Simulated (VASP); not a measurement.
OSZICAR of a VASP run on PbO$_{2}$ (rutile):

File OSZICAR:
```
       N       E                     dE             d eps       ncg     rms          rms(c)
DAV:   1     0.688288749017E+03    0.68829E+03   -0.26666E+04  1488   0.205E+03
DAV:   2     0.563540514204E+02   -0.63193E+03   -0.61230E+03  1614   0.553E+02
DAV:   3    -0.336785632249E+02   -0.90033E+02   -0.87993E+02  1900   0.228E+02
DAV:   4    -0.373425572491E+02   -0.36640E+01   -0.36506E+01  1822   0.499E+01
DAV:   5    -0.374929839646E+02   -0.15043E+00   -0.15036E+00  1978   0.915E+00    0.143E+01
DAV:   6    -0.315657116351E+02    0.59273E+01   -0.25700E+01  2285   0.595E+01    0.437E+00
DAV:   7    -0.316228625704E+02   -0.57151E-01   -0.17848E+00  1615   0.103E+01    0.276E+00
DAV:   8    -0.316221392484E+02    0.72332E-03   -0.47213E-01  2349   0.762E+00    0.120E+00
DAV:   9    -0.315910111497E+02    0.31128E-01   -0.12772E-01  2446   0.480E+00    0.131E-01
DAV:  10    -0.315924415768E+02   -0.14304E-02   -0.10023E-02  1737   0.637E-01    0.107E-01
DAV:  11    -0.315924580787E+02   -0.16502E-04   -0.41969E-04  2333   0.233E-01    0.328E-02
DAV:  12    -0.315924487524E+02    0.93262E-05   -0.47916E-05  2327   0.740E-02    0.130E-02
DAV:  13    -0.315924452323E+02    0.35201E-05   -0.17941E-05  2536   0.556E-02    0.318E-03
DAV:  14    -0.315924458961E+02   -0.66382E-06   -0.16049E-06  1909   0.116E-02    0.250E-03
DAV:  15    -0.315924461905E+02   -0.29436E-06   -0.14083E-07  1324   0.566E-03    0.106E-03
DAV:  16    -0.315924463670E+02   -0.17650E-06   -0.17039E-07  1176   0.343E-03    0.985E-05
DAV:  17    -0.315924464179E+02   -0.50891E-07   -0.33721E-08  1122   0.237E-03
   1 F= -.33210213E+02 E0= -.33210175E+02  d E =-.332102E+02
       N       E                     dE             d eps       ncg     rms          rms(c)
DAV:   1    -0.316192858469E+02   -0.26839E-01   -0.26144E+00  1488   0.121E+01    0.866E-01
DAV:   2    -0.316103186865E+02    0.89672E-02   -0.11001E-01  1913   0.313E+00    0.518E-01
DAV:   3    -0.316008936194E+02    0.94251E-02   -0.13792E-02  2199   0.156E+00    0.794E-02
DAV:   4    -0.316010941771E+02   -0.20056E-03   -0.31310E-03  1910   0.421E-01    0.399E-02
DAV:   5    -0.316010769176E+02    0.17260E-04   -0.14392E-04  1896   0.126E-01    0.783E-03
DAV:   6    -0.316010796333E+02   -0.27158E-05   -0.34574E-05  1953   0.508E-02    0.619E-03
DAV:   7    -0.316010798876E+02   -0.25429E-06   -0.13934E-06  1998   0.115E-02    0.314E-03
DAV:   8    -0.316010801263E+02   -0.23868E-06   -0.45343E-07  1504   0.522E-03    0.612E-04
DAV:   9    -0.316010801312E+02   -0.48949E-08   -0.61360E-08  1094   0.229E-03
   2 F= -.33219377E+02 E0= -.33219338E+02  d E =-.916441E-02
       N       E                     dE             d eps       ncg     rms          rms(c)
DAV:   1    -0.316053293642E+02   -0.42492E-02   -0.52591E-01  1496   0.541E+00    0.386E-01
DAV:   2    -0.316035704315E+02    0.17589E-02   -0.22125E-02  1929   0.142E+00    0.231E-01
DAV:   3    -0.316016821126E+02    0.18883E-02   -0.27831E-03  2177   0.701E-01    0.346E-02
DAV:   4    -0.316017239631E+02   -0.41851E-04   -0.62337E-04  1870   0.186E-01    0.178E-02
DAV:   5    -0.316017207498E+02    0.32133E-05   -0.27369E-05  1883   0.541E-02    0.332E-03
DAV:   6    -0.316017213587E+02   -0.60886E-06   -0.66683E-06  1827   0.207E-02    0.282E-03
DAV:   7    -0.316017213968E+02   -0.38098E-07   -0.20843E-07  1262   0.496E-03
   3 F= -.33220274E+02 E0= -.33220235E+02  d E =-.100611E-01
       N       E                     dE             d eps       ncg     rms          rms(c)
DAV:   1    -0.316048769524E+02   -0.31556E-02   -0.45116E-01  1496   0.490E+00    0.318E-01
DAV:   2    -0.316040339092E+02    0.84304E-03   -0.11807E-02  2342   0.109E+00    0.187E-01
DAV:   3    -0.316032016402E+02    0.83227E-03   -0.86329E-04  2281   0.379E-01    0.316E-02
DAV:   4    -0.316031943297E+02    0.73105E-05   -0.16562E-04  2273   0.103E-01    0.803E-03
DAV:   5    -0.316031955314E+02   -0.12017E-05   -0.36297E-06  1808   0.194E-02    0.275E-03
DAV:   6    -0.316031957668E+02   -0.23540E-06   -0.40202E-07  1638   0.678E-03    0.815E-04
DAV:   7    -0.316031957968E+02   -0.29981E-07   -0.59847E-08   870   0.243E-03
   4 F= -.33221727E+02 E0= -.33221687E+02  d E =-.145293E-02
       N       E                     dE             d eps       ncg     rms          rms(c)
DAV:   1    -0.316041542818E+02   -0.95851E-03   -0.18364E-01  1496   0.312E+00    0.202E-01
DAV:   2    -0.316038101018E+02    0.34418E-03   -0.48004E-03  2342   0.694E-01    0.119E-01
DAV:   3    -0.316034713195E+02    0.33878E-03   -0.35012E-04  2266   0.241E-01    0.201E-02
DAV:   4    -0.316034685228E+02    0.27967E-05   -0.67792E-05  2274   0.658E-02    0.512E-03
DAV:   5    -0.316034690689E+02   -0.54606E-06   -0.14572E-06  1793   0.128E-02    0.172E-03
DAV:   6    -0.316034691644E+02   -0.95522E-07   -0.12642E-07  1143   0.423E-03
   5 F= -.33221987E+02 E0= -.33221946E+02  d E =-.171243E-02
```

**Question.** Which electronic solver shows in the log?

**Answer.** It is blocked Davidson (ALGO = Normal, or the opening steps of other solvers). The INCAR had ALGO = Normal.

**Question.** Can the final energy be trusted as converged?

**Answer.** The run converged. It stopped with EDIFF = 1E-7, NELM = 100, NSW = 30 and EDIFFG = -0.01 after 5 ionic steps (PBE GGA with D4 dispersion, plane waves, VASP's PBE PAW potentials (set 64)).

The compound is PbO2 in the rutile structure. This cell is one point of a volume scan, at 0.94 of the reference volume. Symmetry was kept, so distortions that lower it aren't found.
